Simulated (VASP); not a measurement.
# TiC: relaxation of cell and atoms with PBE

Crystal: TiC.

```
Ti C
1.0
     0.00000    2.15930    2.15930
     2.15930    0.00000    2.15930
     2.15930    2.15930    0.00000
Ti C
1 1
Cartesian
  0.0000 0.0000 0.0000
  2.1593 2.1593 2.1593
```

- Program: VASP 6.6.1
- Task: relaxation of cell and atoms
- Functional: PBE
- Potentials or basis: VASP PAW PBE potentials, release 64 (Ti_sv, C)
- Cutoff: 600 eV
- k mesh: 14 × 14 × 14
- Occupations: methfessel-paxton, width 0.1 eV
- Spin: no spin polarisation
- Further INCAR settings: ALGO = Normal; EDIFF = 1e-06; IBRION = 2; EDIFFG = -0.01; NSW = 90; ISIF = 3

```yaml
Relaxed_volume: 10.17 Å³/atom
Relaxed_cell: a = 3.064 Å, b = 3.064 Å, c = 3.064 Å, α = 60.00°, β = 60.00°, γ = 60.00°
Space_group_after_relaxing_to_0.05_Å: Fm-3m (No. 225)
Energy_gained_by_relaxing: 0.9 meV/atom
Ionic_steps: 3
Pressure_after_relaxing: 0.0 GPa
Band_gap_on_the_k_mesh: none (metal or under the smearing width)
```

The path:
```
step  energy change (eV)  largest force (eV/Å)  pressure (GPa)  volume (Å³)
   1              0.0000                0.0000            2.62        20.14
   2              0.0011                0.0000           -3.22        20.62
   3             -0.0017                0.0000           -0.03        20.35
```

Final structure:
```xyz
2
Lattice="0.0000 2.1668 2.1668 2.1668 0.0000 2.1668 2.1668 2.1668 0.0000" Properties=species:S:1:pos:R:3 pbc="T T T"
Ti    0.0000    0.0000    0.0000
C     2.1668    2.1668    2.1668
```

Levels at points of the mesh, in eV from the Fermi level:
```tsv
k point	band 6	band 7	band 8	band 9	band 10	band 11
(0.00, 0.00, 0.00)	0.69	0.69	0.69	1.68	1.68	1.68
(0.50, 0.00, 0.00)	-5.83	-2.89	-2.89	2.91	2.91	4.09
(0.50, 0.50, 0.00)	-3.43	-1.61	-0.03	-0.03	2.70	3.51
```

Run time: 44 s on 1 thread of Intel(R) Xeon(R) Platinum 8259CL CPU @ 2.50GHz (Skylake/Cascade Lake) (shared host), peak memory 0.17 GiB.

PBE usually gives volumes a little too large and moduli too small. Zero-point motion and thermal expansion aren't in these numbers.
